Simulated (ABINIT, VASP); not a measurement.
Given: the input of a run of ABINIT 10.8.3 (patched build) on Ta4O. The cell comes from a database or a generator and needn't be the stable form of this composition.

The input run.abi:

```
pp_dirpath "./"
pseudos "Ta.upf, O.upf"

acell 3*1.0
rprim
     6.1557771818     0.0000000000     0.0000000000
     0.0000000000     6.1557771818     0.0000000000
     0.0000000000     0.0000000000    14.0016252540
ntypat 2
znucl 73 8
natom 5
typat 1 1 1 1 2
xred
     0.0000000000     0.0000000000     0.0000000000
     0.5000000000     0.5000000000     0.2168420000
     0.5000000000     0.5000000000     0.7831580000
     0.0000000000     0.0000000000     0.5000000000
     0.5000000000     0.5000000000     0.5000000000

ecut 1142.878222 eV

kptopt 1
ngkpt 8 8 4
nshiftk 1
shiftk 0.0 0.0 0.0

ixc -116133

nband 35
occopt 3
tsmear 0.00183747

nstep 100
tolvrs 1.0e-10

iomode 3
prtwf 0
prteig 0
prtebands 0
enunit 2
prtden 1
prtvha 1
prtvclmb 1
prtpot 1
prtelf 1
```

Potentials or basis: PseudoDojo NC SR PBEsol v0.4.1 standard.

Command:

```bash
$ mpirun --bind-to none -np 4 abinit run.abi > log 2>&1
```

Task: Set up the same calculation for VASP 6.6.1. Potentials or basis there: PBE PAW files O, Ta_pv, 520 eV.

Result: As run (cutoffs and basis follow the program's own potentials, and thresholds, step limits or extra output files can differ):

INCAR

```
  ALGO = Normal
  EDIFF = 1E-7
  ENCUT = 520
  GGA = PS
  ISIF = 2
  ISMEAR = -1
  KPAR = 2
  LASPH = True
  LCHARG = True
  LREAL = False
  LVHAR = True
  LWAVE = False
  NBANDS = 33
  NELM = 60
  PREC = Accurate
  SIGMA = 0.05
```

The input KPOINTS:

```
k-points
0
Gamma
  8 8 4
```

The input POSCAR:

```
Ta4O
1.0
    3.2574970000      0.0000000000      0.0000000000
    0.0000000000      3.2574970000      0.0000000000
    0.0000000000      0.0000000000      7.4093410000
Ta O
4 1
Direct
    0.0000000000      0.0000000000      0.0000000000
    0.5000000000      0.5000000000      0.2168420000
    0.5000000000      0.5000000000      0.7831580000
    0.0000000000      0.0000000000      0.5000000000
    0.5000000000      0.5000000000      0.5000000000
```

Potentials or basis: VASP PAW PBE potentials, release 64 (Ta_pv, O).

The run is started by

```sh
$ cat potpaw_PBE.64/Ta_pv/POTCAR potpaw_PBE.64/O/POTCAR > POTCAR
$ mpirun -np 2 vasp_std > vasp.out
```

Both were run:

|  | ABINIT | VASP |
| --- | --- | --- |
| Pressure | -8.2 GPa | -7.8 GPa |

The potentials hold 58 and 50 valence electrons a cell.

VASP's potentials were made for PBE.

Pressure is positive in compression.
